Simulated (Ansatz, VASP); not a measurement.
# InH: VASP beside Ansatz, part 2 of 2

Aim: how closely do two programs agree when they are given the same cell, functional and k mesh? The cell is generated by rule, not measured, and may not be a known phase. The cell is taken from a series of runs on this material, whose earlier steps may have relaxed, scaled, displaced or heated it; both programs get it as it stands.

VASP 6.6.1 and Ansatz 0.2.0.

So far. Step 5 (VASP: single point, PBEsol, pair 2): The run ends at a pressure of -0.14 GPa, with forces up to 0.32 eV/Å. Step 6 (Ansatz: single point, PBEsol, pair 2): The run ends at a pressure of -0.06 GPa, with forces up to 0.32 eV/Å.

The structure was built from a prototype and need not be the compound's stable phase.

## Step 7: Differences

Compared:

```
      quantity  Ansatz   VASP  difference
pressure (GPa)   -0.06  -0.14       +0.08
```

Forces (eV/Å; atoms numbered as in POSCAR):

```
atom        Ansatz x, y, z          VASP x, y, z
 In1   0.000, 0.000, 0.000   0.000, 0.000, 0.000
 In2   0.000, 0.000, 0.000   0.000, 0.000, 0.000
  H3   0.317, 0.000, 0.000   0.317, 0.000, 0.000
  H4  -0.317, 0.000, 0.000  -0.317, 0.000, 0.000
```

The forces differ by 0.1 meV/Å r.m.s., which is 0.1 % of the r.m.s. force of 0.129 eV/Å (both taken over all components).

## Step 8: VASP: single point, PBEsol, pair 3

With cell and atoms fixed, the geometry can't cause a difference; cores, projectors, grids and the points listed under the comparison can.

Contents of INCAR:

```
SYSTEM = InH
PREC = Accurate
ENCUT = 500
EDIFF = 1E-06
NELM = 120
ISMEAR = 1
SIGMA = 0.15
LREAL = .FALSE.
ALGO = Normal
GGA = PS
NBANDS = 20
LORBIT = 11
LWAVE = .FALSE.
LCHARG = .FALSE.
ISIF = 2
LASPH = .TRUE.
GGA_COMPAT = .FALSE.
KPAR = 2
```

Contents of POSCAR:

```
InH
1.0
    0.0000000000     -2.5418058941     -2.5418058941
    0.0000000000      2.5418058941     -2.5418058941
    5.0836117882      0.0000000000      0.0000000000
In H
2 2
Direct
    0.5000000000      0.5000000000      0.5000000000
    0.0000000000      0.0000000000      0.0000000000
    0.0000000000      0.5000000000      0.7932763179
    0.5000000000      0.0000000000      0.2067236821
```

Contents of KPOINTS:

```
Automatic mesh
0
Gamma
10 10 8
0 0 0
```

Potentials, in the order of the species: In_d and H (PBE family, release 64).

Started as:

```console
> mpirun -np 2 vasp_std
```

Numbers of over 12 decimals in the logs are rounded to 6 here.

The log of the run:

```text
[... set-up lines as in an earlier step ...]
 entering main loop
       N       E                     dE             d eps       ncg     rms          rms(c)
DAV:   1     0.215765092444E+03    0.21577E+03   -0.13257E+04  4208   0.173E+03
DAV:   2     0.500942600744E+01   -0.21076E+03   -0.20657E+03  4248   0.378E+02
DAV:   3    -0.108150714345E+02   -0.15824E+02   -0.15627E+02  5000   0.123E+02
DAV:   4    -0.113376931560E+02   -0.52262E+00   -0.52222E+00  4924   0.238E+01
[...]
DAV:  11    -0.109126755017E+02   -0.53368E-05   -0.29563E-05  4480   0.436E-02    0.189E-02
DAV:  12    -0.109126767094E+02   -0.12077E-05   -0.48074E-06  4552   0.197E-02    0.282E-03
DAV:  13    -0.109126762416E+02    0.46782E-06   -0.74366E-07  2252   0.871E-03
   1 F= -.10912676E+02 E0= -.10912477E+02  d E =-.596454E-03
```

From OUTCAR (step 8):

```text
  Total        0.1298945     -0.0877784     -0.0877784      0.0000000      0.0000000      0.0000000
  in kB        3.1682121     -2.1409716     -2.1409716      0.0000000      0.0000000      0.0000000
  external PRESSURE =      -0.3712437 kB  Pullay stress =       0.0000000 kB

 POSITION                                       TOTAL-FORCE (eV/Angst)
 -----------------------------------------------------------------------------------
      2.54181      0.00000     -2.54181         0.000000     -0.000000     -0.000000
      0.00000      0.00000      0.00000         0.000000      0.000000      0.000000
      4.03271      1.27090     -1.27090         0.396457      0.000000      0.000000
      1.05090     -1.27090     -1.27090        -0.396457      0.000000      0.000000
 -----------------------------------------------------------------------------------
    total drift:                                0.000000      0.000000     -0.000000

  FREE ENERGIE OF THE ION-ELECTRON SYSTEM (eV)
  ---------------------------------------------------
  free  energy   TOTEN  =       -10.9126762416 eV

  energy  without entropy=      -10.9120797875  energy(sigma->0) =      -10.91247742

[... 2 parts as in an earlier step ...]

[... 1 further part left out ...]
[key lines of the parts left out:]
E-fermi :   5.8101
```

The run ends at a pressure of -0.04 GPa, with forces up to 0.40 eV/Å.

## Step 9: Ansatz: single point, PBEsol, pair 3

The same cell, functional, mesh and smearing now go to Ansatz, which takes its cutoff from its data sets.

The cell is taken from a series of runs on this material, whose earlier steps may have relaxed, scaled, displaced or heated it; both programs get it as it stands.

Contents of input.yaml:

```yaml
crystal:
  lattice:
    - [0.0, -2.5418058941, -2.5418058941]
    - [0.0, 2.5418058941, -2.5418058941]
    - [5.0836117882, 0.0, 0.0]
  atoms:
    - { symbol: In, position: [0.5, 0.5, 0.5] }
    - { symbol: In, position: [0.0, 0.0, 0.0] }
    - { symbol: H, position: [0.0, 0.5, 0.7932763179] }
    - { symbol: H, position: [0.5, 0.0, 0.2067236821] }
kpoints:
  mp_grid: { grid: [10, 10, 8] }
hamiltonian:
  xc: pbesol
scf:
  occupations: { method: methfessel_paxton, width: 0.15 }
output:
  forces: true
  stress: true
  eigenvalues: true
```

Started as:

```console
> ansatz run input.yaml --threads 4 --pin off --max-ram 7168MiB --backend cpu --events-out ev --progress --plain --runs-dir out
```

The log of the run:

```text
[...]
Crystal: 4 atoms, lattice volume = 65.688 Å³
Basis set: ecut = 420 eV, 1281 PW (Γ), exchange–correlation on 50×50×72 points (8 copies of the dense FFT grid, shifted against one another)
Bands: 18, of which v1, the nominal top of the filled ones, is band 14 counted from 1 (13 counted from 0)
Symmetry: 8 space group operations
[...]
k-points: 105 of 800 (time reversal used)
[...]
--- Band table (eV; the first three rows and the last of 105) ---
  k-point 0: bands = [... 10 lower, -2.0483, 2.9129, 4.7305, 10.6948, 10.6948, 10.7669, 11.3492, 13.8856]
  k-point 1: bands = [... 10 lower, -1.9593, 2.2679, 5.4550, 10.8064, 10.8064, 10.8453, 11.2536, 13.9821]
  k-point 2: bands = [... 10 lower, -1.6953, 1.2595, 6.6557, 10.8437, 11.1374, 11.1374, 11.2679, 14.2870]
  k-point 104: bands = [... 10 lower, 3.2174, 3.2174, 5.0760, 5.3187, 7.6144, 7.6144, 8.6936, 8.8291]
[key lines of the parts left out:]
SCF converged after 8 iterations
Free energy (F): -11080.463637 eV
Fermi energy:    8.063576 eV
P = ⅓ Tr σ = 0.0403 GPa (0.403 kbar)
```

The run ends at a pressure of 0.04 GPa, with forces up to 0.40 eV/Å.

## Step 10: Comparison

Compared:

```
      quantity  Ansatz   VASP  difference
pressure (GPa)    0.04  -0.04       +0.08
```

Forces (eV/Å; atoms numbered as in POSCAR):

```
atom        Ansatz x, y, z          VASP x, y, z
 In1   0.000, 0.000, 0.000   0.000, 0.000, 0.000
 In2   0.000, 0.000, 0.000   0.000, 0.000, 0.000
  H3   0.397, 0.000, 0.000   0.396, 0.000, 0.000
  H4  -0.397, 0.000, 0.000  -0.396, 0.000, 0.000
```

The forces differ by 0.0 meV/Å r.m.s., which is 0.0 % of the r.m.s. force of 0.162 eV/Å (both taken over all components).

## Step 11: Outcome

| Property | Result |
| --- | --- |
| r.m.s. force difference (single point, PBEsol, pair 1) | 0.13 meV/Å |
| difference in pressure (single point, PBEsol, pair 2) | 0.079 GPa |
| difference in pressure (single point, PBEsol, pair 3) | 0.077 GPa |

In words: The difference in pressure is 0.079 GPa (single point, PBEsol, pair 2), within the 1 GPa picked in this series as the mark of a large difference. 5 further runs of this series are not shown here. Such differences can come from data sets, numerical settings and the points named under the comparisons, not from the functional's error against experiment.

[Lines on the potential files, build, host, timing and source positions are cut from VASP's logs without a mark.]

[Logs are printed without paths, hosts, clocks, repeated set-up lines and the standing remarks that a program may print on its own settings, such as how far it seeks lower states.]

[Hosts, paths, dates, database ids (printed as entryN), source tags and the programs' standing remarks are cut or masked in the printed files.]
